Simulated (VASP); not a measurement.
A convergence study with VASP on CsBr (CsCl type): one setting is varied, all else stays as given below, so the limit is that of these other settings. Each run relaxes cell and ions; the cell shown is the tightest run's result. The basis is that of the starting cell, so low cut-offs carry a Pulay error.

```yaml
crystal:
  lattice:
    - [4.39512, 0.00000, 0.00000]
    - [0.00000, 4.39512, 0.00000]
    - [0.00000, 0.00000, 4.39512]
  atoms:
    - { symbol: Cs, position: [0.00000, 0.00000, 0.00000] }
    - { symbol: Br, position: [0.50000, 0.50000, 0.50000] }
```

All values below come from PBE GGA, VASP's PBE PAW potentials (set 64) (plane waves; VASP). The tightest run used: 700 eV cut-off, 5×5×5 Γ-centred mesh, Gaussian smearing of 0.050 eV, potentials Cs_sv Br.

The reference is ENCUT = 700, which took about 30 core-seconds. Costs are core time on shared hosts, one run each; read them as rough ratios.

Q: Of the settings ENCUT = 150; ENCUT = 200; ENCUT = 250; ENCUT = 300; ENCUT = 350; ENCUT = 400; ENCUT = 450; ENCUT = 500; ENCUT = 550; ENCUT = 600; ENCUT = 650; ENCUT = 700, which is the lowest that keeps the difference from the reference in relaxed volume (Å³/atom) within 0.05 from there on, and what does it cost?

A: ENCUT = 500; its cost over the reference is within a factor of 2.
| setting | difference in relaxed volume (Å³/atom) | cost over the reference |
|---|---|---|
| ENCUT = 150 | 8.420 | about 1/5 |
| ENCUT = 200 | 3.095 | about 1/7 |
| ENCUT = 250 | 0.651 | about 1/3 |
| ENCUT = 300 | 0.144 | about 1/3 |
| ENCUT = 350 | 0.145 | about 1/2 |
| ENCUT = 400 | 0.131 | about 1/2 |
| ENCUT = 450 | 0.080 | within a factor of 2 |
| ENCUT = 500 | 0.039 | within a factor of 2 |
| ENCUT = 550 | 0.018 | within a factor of 2 |
| ENCUT = 600 | 0.008 | within a factor of 2 |
| ENCUT = 650 | 0.004 | within a factor of 2 |
| ENCUT = 700 | 0.000 | reference |

Left out are rungs that failed or repeat a setting and relaxations that didn't move; long series are thinned to 24 rows.

The compound is CsBr in the CsCl type structure.
